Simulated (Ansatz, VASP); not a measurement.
# Be2Sn in two plane-wave programs, part 2 of 2

Aim: how closely do two programs agree when they are given the same cell, functional and k mesh? The cell is generated by rule, not measured, and may not be a known phase. The cell is taken from a series of runs on this material, whose earlier steps may have relaxed, scaled, displaced or heated it; both programs get it as it stands.

VASP 6.6.1 and Ansatz 0.2.0.

So far: Starting point; Ansatz: zone-centre phonons, PBEsol; VASP: zone-centre phonons, PBEsol.

## 3. VASP: zone-centre phonons, PBEsol (continued)

Level of this step: PBEsol; plane waves and PAW (Sn_d, Be); invented cell (VASP).

Numbers of over 12 decimals in the logs are rounded to 6 here.

Parts of OUTCAR (step 3):

```text
ion  position               nearest neighbor table
   1  0.312  0.688  0.250-   3 2.53   4 2.53   5 2.53   6 2.53   4 2.54   6 2.54   3 2.54   5 2.54
                             2 3.42   2 3.42
   2  0.688  0.312  0.750-   3 2.53   4 2.53   5 2.53   6 2.53   4 2.54   6 2.54   3 2.54   5 2.54
                             1 3.42   1 3.42
   3  0.186  0.186  0.500-   6 2.23   2 2.53   1 2.53   1 2.54   2 2.54
   4  0.814  0.814  0.000-   5 2.23   2 2.53   1 2.53   2 2.54   1 2.54
   5  0.186  0.186  0.000-   4 2.23   2 2.53   1 2.53   1 2.54   2 2.54
   6  0.814  0.814  0.500-   3 2.23   2 2.53   1 2.53   2 2.54   1 2.54

  LATTYP: Found a base centered orthorhombic cell.
 ALAT       =     5.9722104862
 B/A-ratio  =     1.0138819706
 C/A-ratio  =     0.8526425126

 Subroutine GETGRP returns: Found  8 space group operations
 (whereof  4 operations were pure point group operations)

The static configuration has the point symmetry C_2h.
 The point group associated with its full space group is D_2h.

 Found     84 irreducible k-points:

   k-points           NKPTS =     84   k-points in BZ     NKDIM =     84   number of bands    NBANDS=     24

   dimension x,y,z NGX =    36 NGY =   36 NGZ =   42
   dimension x,y,z NGXF=    72 NGYF=   72 NGZF=   84

   ENCUT  =  600.0 eV  44.10 Ry    6.64 a.u.   8.49  8.49 10.17*2*pi/ulx,y,z

   NELECT =      36.0000    total number of electrons

 k-points in reciprocal lattice and weights: Automatic mesh
   0.00000000  0.00000000  0.00000000       0.003
   0.12500000  0.00000000  0.00000000       0.010
   0.25000000  0.00000000  0.00000000       0.010
   0.37500000 -0.00000000  0.00000000       0.010
   0.50000000  0.00000000  0.00000000       0.005
   0.12500000  0.12500000  0.00000000       0.005
   0.25000000  0.12500000  0.00000000       0.010
   0.37500000  0.12500000  0.00000000       0.010
   0.50000000  0.12500000  0.00000000       0.010
[...]
-----------------------------------------------------------------------------------
    total drift:                                0.000000      0.000000     -0.000000

 Eigenvectors and eigenvalues of the dynamical matrix
 ----------------------------------------------------

   1 f  =   15.705251 THz    98.679001 2PiTHz  523.870778 cm-1    64.951669 meV
             X         Y         Z           dx          dy          dz
      2.986105  1.141185  1.273040    -0.000000   -0.124252    0.000000
      2.986105 -1.141185  3.819120     0.000000    0.124252   -0.000000
      1.112881  0.000000  2.546080     0.492220    0.000000   -0.000000
      4.859329  0.000000  0.000000    -0.492220   -0.000000    0.000000
      1.112881  0.000000  0.000000     0.492220   -0.000000   -0.000000
      4.859329  0.000000  2.546080    -0.492220    0.000000   -0.000000

   2 f  =   15.332438 THz    96.336550 2PiTHz  511.435084 cm-1    63.409840 meV
             X         Y         Z           dx          dy          dz
      2.986105  1.141185  1.273040     0.000000    0.000000    0.057345
      2.986105 -1.141185  3.819120     0.000000   -0.000000   -0.057345
      1.112881  0.000000  2.546080     0.498353   -0.000000   -0.000000
      4.859329  0.000000  0.000000     0.498353    0.000000   -0.000000
      1.112881  0.000000  0.000000    -0.498353    0.000000    0.000000
      4.859329  0.000000  2.546080    -0.498353   -0.000000   -0.000000

   3 f  =   14.177562 THz    89.080247 2PiTHz  472.912553 cm-1    58.633657 meV
             X         Y         Z           dx          dy          dz
      2.986105  1.141185  1.273040     0.000000   -0.130345    0.000000
      2.986105 -1.141185  3.819120    -0.000000   -0.130345   -0.000000
      1.112881  0.000000  2.546080     0.000000    0.236447    0.430811
      4.859329  0.000000  0.000000     0.000000    0.236447   -0.430811
      1.112881  0.000000  0.000000    -0.000000    0.236447   -0.430811
      4.859329  0.000000  2.546080    -0.000000    0.236447    0.430811

   4 f  =   11.675049 THz    73.356494 2PiTHz  389.437702 cm-1    48.284100 meV
             X         Y         Z           dx          dy          dz
      2.986105  1.141185  1.273040    -0.061748   -0.000000   -0.000000
      2.986105 -1.141185  3.819120     0.061748   -0.000000   -0.000000
      1.112881  0.000000  2.546080     0.000000    0.209058    0.452093
      4.859329  0.000000  0.000000     0.000000   -0.209058    0.452093
      1.112881  0.000000  0.000000     0.000000    0.209058   -0.452093
      4.859329  0.000000  2.546080     0.000000   -0.209058   -0.452093

   5 f  =   11.229638 THz    70.557897 2PiTHz  374.580408 cm-1    46.442031 meV
             X         Y         Z           dx          dy          dz
      2.986105  1.141185  1.273040     0.000000   -0.000000   -0.148713
      2.986105 -1.141185  3.819120     0.000000   -0.000000   -0.148713
      1.112881  0.000000  2.546080    -0.000000    0.407419    0.270095
      4.859329  0.000000  0.000000    -0.000000   -0.407419    0.270095
      1.112881  0.000000  0.000000    -0.000000   -0.407419    0.270095
      4.859329  0.000000  2.546080    -0.000000    0.407419    0.270095

   6 f  =   11.213238 THz    70.454849 2PiTHz  374.033343 cm-1    46.374203 meV
             X         Y         Z           dx          dy          dz
      2.986105  1.141185  1.273040     0.256458   -0.000000    0.000000
      2.986105 -1.141185  3.819120     0.256458    0.000000    0.000000
      1.112881  0.000000  2.546080    -0.465956   -0.000000   -0.000000
      4.859329  0.000000  0.000000    -0.465956    0.000000   -0.000000
      1.112881  0.000000  0.000000    -0.465956    0.000000   -0.000000
      4.859329  0.000000  2.546080    -0.465956   -0.000000   -0.000000

   7 f  =   10.991761 THz    69.063272 2PiTHz  366.645684 cm-1    45.458251 meV
             X         Y         Z           dx          dy          dz
      2.986105  1.141185  1.273040    -0.000000   -0.000000   -0.000000
      2.986105 -1.141185  3.819120     0.000000   -0.000000   -0.000000
      1.112881  0.000000  2.546080     0.000000    0.305643    0.395705
      4.859329  0.000000  0.000000     0.000000    0.305643   -0.395705
      1.112881  0.000000  0.000000     0.000000   -0.305643    0.395705
      4.859329  0.000000  2.546080     0.000000   -0.305643   -0.395705

   8 f  =   10.653764 THz    66.939574 2PiTHz  355.371320 cm-1    44.060408 meV
             X         Y         Z           dx          dy          dz
      2.986105  1.141185  1.273040     0.303651   -0.000000   -0.000000
      2.986105 -1.141185  3.819120    -0.303651   -0.000000   -0.000000
      1.112881  0.000000  2.546080     0.000000   -0.401595    0.206444
      4.859329  0.000000  0.000000     0.000000    0.401595    0.206444
      1.112881  0.000000  0.000000     0.000000   -0.401595   -0.206444
      4.859329  0.000000  2.546080     0.000000    0.401595   -0.206444

   9 f  =    9.947685 THz    62.503146 2PiTHz  331.819040 cm-1    41.140299 meV
             X         Y         Z           dx          dy          dz
      2.986105  1.141185  1.273040     0.000000   -0.221023    0.000000
      2.986105 -1.141185  3.819120     0.000000   -0.221023    0.000000
      1.112881  0.000000  2.546080    -0.000000    0.401463   -0.253776
      4.859329  0.000000  0.000000    -0.000000    0.401463    0.253776
      1.112881  0.000000  0.000000    -0.000000    0.401463    0.253776
      4.859329  0.000000  2.546080    -0.000000    0.401463   -0.253776

  10 f  =    9.171133 THz    57.623927 2PiTHz  305.916064 cm-1    37.928741 meV
             X         Y         Z           dx          dy          dz
      2.986105  1.141185  1.273040     0.000000   -0.000000    0.000000
      2.986105 -1.141185  3.819120     0.000000   -0.000000    0.000000
      1.112881  0.000000  2.546080    -0.500000    0.000000    0.000000
      4.859329  0.000000  0.000000     0.500000    0.000000   -0.000000
      1.112881  0.000000  0.000000     0.500000   -0.000000    0.000000
      4.859329  0.000000  2.546080    -0.500000    0.000000   -0.000000

  11 f  =    8.181011 THz    51.402805 2PiTHz  272.889137 cm-1    33.833926 meV
             X         Y         Z           dx          dy          dz
      2.986105  1.141185  1.273040    -0.000000   -0.000000   -0.209001
      2.986105 -1.141185  3.819120    -0.000000   -0.000000   -0.209001
      1.112881  0.000000  2.546080    -0.000000   -0.289844    0.379671
      4.859329  0.000000  0.000000     0.000000    0.289844    0.379671
      1.112881  0.000000  0.000000     0.000000    0.289844    0.379671
      4.859329  0.000000  2.546080    -0.000000   -0.289844    0.379671

  12 f  =    6.188258 THz    38.881972 2PiTHz  206.418069 cm-1    25.592567 meV
             X         Y         Z           dx          dy          dz
      2.986105  1.141185  1.273040     0.000000   -0.000000   -0.000000
      2.986105 -1.141185  3.819120    -0.000000    0.000000   -0.000000
      1.112881  0.000000  2.546080     0.000000    0.395705   -0.305643
      4.859329  0.000000  0.000000    -0.000000    0.395705    0.305643
      1.112881  0.000000  0.000000    -0.000000   -0.395705   -0.305643
      4.859329  0.000000  2.546080     0.000000   -0.395705    0.305643

  13 f  =    3.928017 THz    24.680457 2PiTHz  131.024533 cm-1    16.244964 meV
             X         Y         Z           dx          dy          dz
      2.986105  1.141185  1.273040     0.000000   -0.000000    0.704778
      2.986105 -1.141185  3.819120     0.000000    0.000000   -0.704778
      1.112881  0.000000  2.546080    -0.040549   -0.000000    0.000000
      4.859329  0.000000  0.000000    -0.040549   -0.000000   -0.000000
      1.112881  0.000000  0.000000     0.040549   -0.000000    0.000000
      4.859329  0.000000  2.546080     0.040549    0.000000   -0.000000
    [... 43 further lines ...]
      1.112881  0.000000  0.000000     0.000000   -0.212169   -0.054706
      4.859329  0.000000  2.546080     0.000000    0.212169   -0.054706

 ELASTIC MODULI CONTR FROM IONIC RELAXATION (kBar)
 Direction    XX          YY          ZZ          XY          YZ          ZX
 --------------------------------------------------------------------------------
 XX         -53.6122     58.8592     56.1597      0.0000     -0.0000      0.0000
 YY          58.8592   -119.9480    -37.0352     -0.0000      0.0000     -0.0000
 ZZ          56.1597    -37.0352    -69.7843     -0.0000      0.0000     -0.0000
 XY           0.0000     -0.0000     -0.0000   -163.9648     -0.0000     -0.0000
 YZ          -0.0000      0.0000      0.0000     -0.0000    -13.7717      0.0000
 ZX           0.0000     -0.0000     -0.0000     -0.0000      0.0000   -329.0307
 --------------------------------------------------------------------------------
```

## 4. Comparison

Known differences besides the potentials themselves: the cutoff is 420 eV in Ansatz and 600 eV in VASP; Ansatz makes its cores anew for this functional, VASP keeps those of its PBE data sets. Total energies have different zeros and are not compared.

The two programs side by side:

| quantity | Ansatz | VASP | difference |
| --- | --- | --- | --- |
| optical mode 1 (imaginary, printed as negative) (cm⁻¹) | -47.0 | -47.8 | +0.8 |
| optical mode 2 (cm⁻¹) | 120.9 | 121.1 | -0.23 % |
| optical mode 3 (cm⁻¹) | 130.7 | 131.0 | -0.22 % |
| optical mode 4 (cm⁻¹) | 207.2 | 206.4 | +0.38 % |
| optical mode 5 (cm⁻¹) | 272.8 | 272.9 | -0.04 % |
| optical mode 6 (cm⁻¹) | 305.8 | 305.9 | -0.05 % |
| optical mode 7 (cm⁻¹) | 330.2 | 331.8 | -0.48 % |
| optical mode 8 (cm⁻¹) | 354.9 | 355.4 | -0.15 % |
| optical mode 9 (cm⁻¹) | 366.8 | 366.6 | +0.04 % |
| optical mode 10 (cm⁻¹) | 373.3 | 374.0 | -0.19 % |
| optical mode 11 (cm⁻¹) | 374.3 | 374.6 | -0.07 % |
| optical mode 12 (cm⁻¹) | 388.5 | 389.4 | -0.25 % |
| optical mode 13 (cm⁻¹) | 470.9 | 472.9 | -0.43 % |
| optical mode 14 (cm⁻¹) | 509.4 | 511.4 | -0.40 % |
| optical mode 15 (cm⁻¹) | 521.7 | 523.9 | -0.42 % |

Modes are paired by rising frequency, not by their patterns, so a pair may set unlike modes beside each other; they are those without the splitting of longitudinal modes.

## 5. What came out

* r.m.s. difference of the optical zone-centre modes, each program's sorted by frequency (zone-centre phonons, PBEsol): 1.1 cm⁻¹

**Reading.** The r.m.s. difference of the optical zone-centre modes, each program's sorted by frequency is 1.1 cm⁻¹ (zone-centre phonons, PBEsol). How closely two codes agree says nothing of how well the functional describes the real material.

[Lines on the potential files, build, host, timing and source positions are cut from VASP's logs without a mark.]

[Logs are printed without paths, hosts, clocks, repeated set-up lines and the standing remarks that a program may print on its own settings, such as how far it seeks lower states.]

[Hosts, paths, dates, database ids (printed as entryN), source tags and the programs' standing remarks are cut or masked in the printed files.]
